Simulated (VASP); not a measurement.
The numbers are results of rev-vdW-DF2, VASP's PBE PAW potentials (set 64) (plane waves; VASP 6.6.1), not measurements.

Input for VASP

**POSCAR**
```
Gd
1.0
  1.7977619941  -3.1138149042   0.0000000000
  1.7977619941   3.1138149042   0.0000000000
  0.0000000000   0.0000000000   5.6486403185
Gd
2
Cart
  1.7977619941   1.0379403773   1.4121600796
  1.7977619941  -1.0379403773   4.2364802389
```

INCAR:
```
PARAM2 = 0.7114
PARAM1 = 0.1234568
EDIFF = 1E-6   # SCF stop (eV)
LCHARG = F
LUSE_VDW = T
ALGO = Normal   # blocked Davidson
ISIF = 3
ZAB_VDW = -1.8867
LWAVE = F
LREAL = F
NSW = 60   # most ionic steps
NELM = 100
LASPH = T   # aspherical one-centre terms
AGGAC = 0.0
ENCUT = 520
SIGMA = 0.1
GGA = MK
PREC = Accurate
EDIFFG = -0.01   # ionic stop
IBRION = 2   # conjugate gradients
SYSTEM = Gd
LMAXMIX = 6
ISMEAR = 1
```

KPOINTS:
```
K-points
0
gamma
 11 11 6
```

POTCAR, in this order: Gd_3 (PBE.64 set). Program: vasp_std.

Output of the run:

OUTCAR:
```
 ion  position               nearest neighbor table
   1  0.333  0.667  0.250-   2 3.51   2 3.51   2 3.51   2 3.51   2 3.51   2 3.51
   2  0.667  0.333  0.750-   1 3.51   1 3.51   1 3.51   1 3.51   1 3.51   1 3.51
  LATTYP: Found a hexagonal cell.
 ALAT       =     3.5955238068
 C/A-ratio  =     1.5710201412
 Subroutine PRICEL returns:
 Original cell was already a primitive cell.
 Subroutine GETGRP returns: Found 24 space group operations
The static configuration has the point symmetry D_3d.
 The point group associated with its full space group is D_6h.
The dynamic configuration has the point symmetry D_3d.
 Subroutine INISYM returns: Found 24 space group operations
 Subroutine IBZKPT returns following result:
 Found     64 irreducible k-points:

 Following reciprocal coordinates:
            Coordinates               Weight
  0.000000  0.000000  0.000000      1.000000
  0.090909  0.000000  0.000000      6.000000
  0.181818  0.000000  0.000000      6.000000
  0.272727  0.000000  0.000000      6.000000
  0.363636  0.000000  0.000000      6.000000
  0.454545  0.000000  0.000000      6.000000
  0.090909  0.090909  0.000000      6.000000
  0.181818  0.090909  0.000000     12.000000
  0.272727  0.090909  0.000000     12.000000
  0.363636  0.090909  0.000000     12.000000
  0.454545  0.090909  0.000000      6.000000
  0.181818  0.181818  0.000000      6.000000
  0.272727  0.181818  0.000000     12.000000
  0.363636  0.181818  0.000000     12.000000
  0.272727  0.272727  0.000000      6.000000
  0.363636  0.272727  0.000000      6.000000
  0.000000  0.000000  0.166667      2.000000
  0.090909  0.000000  0.166667     12.000000
  0.181818  0.000000  0.166667     12.000000
  0.272727  0.000000  0.166667     12.000000
  0.363636  0.000000  0.166667     12.000000
  0.454545  0.000000  0.166667     12.000000
  0.090909  0.090909  0.166667     12.000000
  0.181818  0.090909  0.166667     24.000000
  0.272727  0.090909  0.166667     24.000000
  0.363636  0.090909  0.166667     24.000000
  0.454545  0.090909  0.166667     12.000000
  0.181818  0.181818  0.166667     12.000000
  0.272727  0.181818  0.166667     24.000000
  0.363636  0.181818  0.166667     24.000000
  0.272727  0.272727  0.166667     12.000000
  0.363636  0.272727  0.166667     12.000000
  0.000000  0.000000  0.333333      2.000000
  0.090909  0.000000  0.333333     12.000000
  0.181818  0.000000  0.333333     12.000000
  0.272727  0.000000  0.333333     12.000000
  0.363636  0.000000  0.333333     12.000000
  0.454545  0.000000  0.333333     12.000000
  0.090909  0.090909  0.333333     12.000000
  0.181818  0.090909  0.333333     24.000000
   k-points           NKPTS =     64   k-points in BZ     NKDIM =     64   number of bands    NBANDS=     13
   number of dos      NEDOS =    301   number of ions     NIONS =      2
   total plane-waves  NPLWV =  32928
   dimension x,y,z NGX =    28 NGY =   28 NGZ =   42
   dimension x,y,z NGXF=    56 NGYF=   56 NGZF=   84
   ions per type =               2
   PREC   = accura    normal or accurate (medium, high low for compatibility)
   ISTART =      0    job   : 0-new  1-cont  2-samecut
   ICHARG =      2    charge: 1-file 2-atom 10-const
   ISPIN  =      1    spin polarized calculation?
   LNONCOLLINEAR =      F non collinear calculations
   LSORBIT =      F    spin-orbit coupling
   INIWAV =      1    electr: 0-lowe 1-rand  2-diag
   ENCUT  =  520.0 eV  38.22 Ry    6.18 a.u.   6.69  6.69 10.50*2*pi/ulx,y,z
   NELM   =    100;   NELMIN=  2; NELMDL= -5     # of ELM steps
   EDIFF  = 0.1E-05   stopping-criterion for ELM
   LREAL  =      F    real-space projection
...
```

OSZICAR:
```
       N       E                     dE             d eps       ncg     rms          rms(c)
DAV:   1     0.437042789357E+02    0.43704E+02   -0.88629E+03  1664   0.123E+03
DAV:   2    -0.297623442227E+01   -0.46681E+02   -0.45718E+02  1829   0.239E+02
DAV:   3    -0.462382661126E+01   -0.16476E+01   -0.15695E+01  2248   0.271E+01
DAV:   4    -0.465502490612E+01   -0.31198E-01   -0.30705E-01  2010   0.381E+00
DAV:   5    -0.465593069517E+01   -0.90579E-03   -0.90545E-03  2492   0.492E-01    0.231E+01
DAV:   6    -0.466425527984E+01   -0.83246E-02   -0.18602E-02  1924   0.111E+00    0.139E+01
DAV:   7    -0.467637564065E+01   -0.12120E-01   -0.35176E-02  1782   0.152E+00    0.209E-01
DAV:   8    -0.467623266131E+01    0.14298E-03   -0.19313E-03  1974   0.321E-01    0.695E-02
DAV:   9    -0.467626206067E+01   -0.29399E-04   -0.23090E-04  2088   0.108E-01    0.372E-02
DAV:  10    -0.467625852841E+01    0.35323E-05   -0.31835E-05  1932   0.404E-02    0.377E-02
DAV:  11    -0.467626075306E+01   -0.22247E-05   -0.50532E-06  1969   0.149E-02    0.184E-03
DAV:  12    -0.467626087018E+01   -0.11712E-06   -0.21781E-07  1042   0.338E-03
   1 F= -.46762609E+01 E0= -.46760283E+01  d E =-.467626E+01
       N       E                     dE             d eps       ncg     rms          rms(c)
DAV:   1    -0.467656235936E+01   -0.30161E-03   -0.66092E-03  1679   0.629E-01    0.838E-02
DAV:   2    -0.467637902843E+01    0.18333E-03   -0.34526E-04  1784   0.147E-01    0.449E-02
DAV:   3    -0.467630287267E+01    0.76156E-04   -0.14431E-04  1849   0.906E-02    0.150E-02
DAV:   4    -0.467629964872E+01    0.32240E-05   -0.18501E-05  2156   0.336E-02    0.987E-03
DAV:   5    -0.467630067041E+01   -0.10217E-05   -0.13811E-06  1292   0.699E-03    0.125E-03
DAV:   6    -0.467630066224E+01    0.81702E-08   -0.15579E-07   907   0.261E-03
   2 F= -.46763007E+01 E0= -.46760495E+01  d E =-.397921E-04
       N       E                     dE             d eps       ncg     rms          rms(c)
DAV:   1    -0.467631504399E+01   -0.14374E-04   -0.33045E-04  1684   0.141E-01    0.188E-02
DAV:   2    -0.467630582666E+01    0.92173E-05   -0.17171E-05  1764   0.329E-02    0.100E-02
DAV:   3    -0.467630199555E+01    0.38311E-05   -0.71915E-06  1844   0.202E-02    0.337E-03
DAV:   4    -0.467630190258E+01    0.92972E-07   -0.76857E-07   897   0.754E-03
   3 F= -.46763019E+01 E0= -.46760470E+01  d E =-.410324E-04
       N       E                     dE             d eps       ncg     rms          rms(c)
DAV:   1    -0.467636675613E+01   -0.64761E-04   -0.24921E-03  1674   0.363E-01    0.349E-02
DAV:   2    -0.467633247623E+01    0.34280E-04   -0.41706E-05  1944   0.523E-02    0.205E-02
DAV:   3    -0.467631747798E+01    0.14998E-04   -0.22604E-05  2153   0.355E-02    0.875E-03
DAV:   4    -0.467631757283E+01   -0.94845E-07   -0.26892E-06  1446   0.115E-02
   4 F= -.46763176E+01 E0= -.46760569E+01  d E =-.156702E-04
```

File OUTCAR:
```
------------------------ aborting loop because EDIFF is reached ----------------------------------------
  FORCE on cell =-STRESS in cart. coord.  units (eV):
  Direction    XX          YY          ZZ          XY          YZ          ZX
  --------------------------------------------------------------------------------------
  Total       -0.0007291     -0.0007291      0.0129437      0.0000000      0.0000000      0.0000000
  in kB       -0.0185097     -0.0185097      0.3286192      0.0000000      0.0000000      0.0000000
  external PRESSURE =       0.0972000 kB  Pullay stress =       0.0000000 kB
  volume of cell :       63.11
      direct lattice vectors                 reciprocal lattice vectors
     1.795225317 -3.109421251 -0.000000000     0.278516571 -0.160801628 -0.000000000
     1.795225317  3.109421251 -0.000000000     0.278516571  0.160801628 -0.000000000
     0.000000000 -0.000000000  5.652579003     0.000000000 -0.000000000  0.176910398
 POSITION                                       TOTAL-FORCE (eV/Angst)
 -----------------------------------------------------------------------------------
      1.79523      1.03648      1.41314        -0.000000     -0.000000      0.000000
      1.79523     -1.03648      4.23943         0.000000      0.000000      0.000000
 -----------------------------------------------------------------------------------
    total drift:                               -0.000003      0.000112     -0.000011
  FREE ENERGIE OF THE ION-ELECTRON SYSTEM (eV)
  ---------------------------------------------------
  free  energy   TOTEN  =        -4.6763175728 eV

  energy  without entropy=       -4.6755356729  energy(sigma->0) =       -4.67605694

 reached required accuracy - stopping structural energy minimisation
```
(Selected blocks of OUTCAR.)

### CONTCAR
```
Gd
   1.00000000000000
     1.7952253169669394   -3.1094212514097959   -0.0000000000000000
     1.7952253169669394    3.1094212514097959   -0.0000000000000000
     0.0000000000000000   -0.0000000000000000    5.6525790028838481
  Gd
     2
Direct
     0.3333330000000032    0.6666669999999968    0.2500000000000000
     0.6666669999999968    0.3333330000000032    0.7500000000000000
```

The 4f electrons are frozen in the core of the lanthanide potential, so 4f levels, which can set the real gap, and their magnetism are missing.

The compound is Gd in the hcp structure. This run relaxes it. Symmetry was kept, so distortions that lower it aren't found. The start is the result of an earlier pass.
